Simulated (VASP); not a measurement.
Input:

```yaml
crystal:
  lattice:
    - [-1.50104, 1.50104, 1.50104]
    - [1.50104, -1.50104, 1.50104]
    - [1.50104, 1.50104, -1.50104]
  atoms:
    - { symbol: V, position: [0.00000, 0.00000, 0.00000] }
```

Calculation: rev-vdW-DF2, VASP's PBE PAW potentials (set 64) (plane waves; VASP). Run with 520 eV cut-off, 17×17×17 Γ-centred mesh, first-order Methfessel-Paxton smearing of 0.10 eV, potentials V_sv.

Question: Give the stress tensor in GPa (positive for a compressed cell).

Answer: 
```
-5.00   0.00   0.00
 0.00  -5.00   0.00
 0.00   0.00  -5.00
```
The pressure is its mean diagonal, -5.00 GPa.

The compound is V in the bcc structure. This cell is one point of a volume scan, at 1.03 of the reference volume. The run is not spin-polarised, so no magnetic state was tried.
